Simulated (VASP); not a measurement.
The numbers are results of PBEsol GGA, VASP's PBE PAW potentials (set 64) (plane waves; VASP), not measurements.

A VASP calculation is set up with these files.

POSCAR:
```
Bi2Se3 monolayer
1.0
  4.1301005958   0.0000000000   0.0000000000
 -2.0650502978   3.5767718656   0.0000000000
  0.0000000000   0.0000000000  22.9099130653
Bi Se
2 3
Direct
  0.3333330000   0.6666670000   0.4155570000
  0.0000000000   0.0000000000   0.5844430000
  0.0000000000   0.0000000000   0.3485840000
  0.6666670000   0.3333330000   0.5000000000
  0.3333330000   0.6666670000   0.6514160000
```

INCAR:
```
# general
SYSTEM  = Bi2Se3 monolayer
PREC    = Normal
ENCUT   = 400
LREAL   = .FALSE.
LASPH   = .TRUE.

# electronic loop
EDIFF   = 1E-5
NELM    = 100
NELMIN  = 4
ALGO    = Normal
LMAXMIX = 4

# smearing
ISMEAR  = 0
SIGMA   = 0.05

# functional
GGA     = PS

# ions
IBRION  = 2
NSW     = 50
ISIF    = 4
EDIFFG  = -0.03

# output
LWAVE   = .TRUE.
LCHARG  = .FALSE.
```

### KPOINTS
```
Automatic mesh
0
G
  12 12 1
0 0 0
```

POTCAR, in this order: Bi_d Se (PBE.64 set). Program: vasp_std.

**Question.** What will the output report for the number of irreducible k-points (NKPTS), largest plane-wave count, number of space-group operations, FFT grid (NGX, NGY, NGZ)?

**Answer.** 
- number of irreducible k-points (NKPTS): 19
- largest plane-wave count: 6195
- number of space-group operations: 12
- FFT grid (NGX, NGY, NGZ): 20 × 20 × 112

The cell is a sheet with vacuum, built from Bi2Se3 (tetradymite).
